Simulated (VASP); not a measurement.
# Rb (relaxed from the simple-cubic structure, space group Pm-3m): computed properties

All values below come from PBEsol GGA, VASP's PBE PAW potentials (set 64) (plane waves; VASP).

```json
{
  "space_group": "Pm-3m (221)",
  "cell": "a = b = c = 4.538 Å, α = β = γ = 90.00°",
  "volume_per_atom": "93.46 Å^3/atom",
  "band gap (over mesh and band path)": "none (metal, semimetal or under 0.01 eV)",
  "density": "1.52 g/cm³"
}
```

```cif
data_Rb
_chemical_formula_sum 'Rb1'
_space_group_name_H-M_alt 'Pm-3m'
_space_group_IT_number 221
_space_group_name_Hall '-P 4 2 3'
_cell_length_a 4.53814
_cell_length_b 4.53814
_cell_length_c 4.53814
_cell_angle_alpha 90.000
_cell_angle_beta 90.000
_cell_angle_gamma 90.000
loop_
_atom_site_label
_atom_site_type_symbol
_atom_site_symmetry_multiplicity
_atom_site_Wyckoff_symbol
_atom_site_fract_x
_atom_site_fract_y
_atom_site_fract_z
_atom_site_occupancy
Rb1 Rb 1 a 0.00000 0.00000 0.00000 1
```

The structure was generated: Rb was put into the simple-cubic type (Pm-3m), which need not be its known phase. It was relaxed first. Symmetry was kept, so distortions that lower it aren't found.
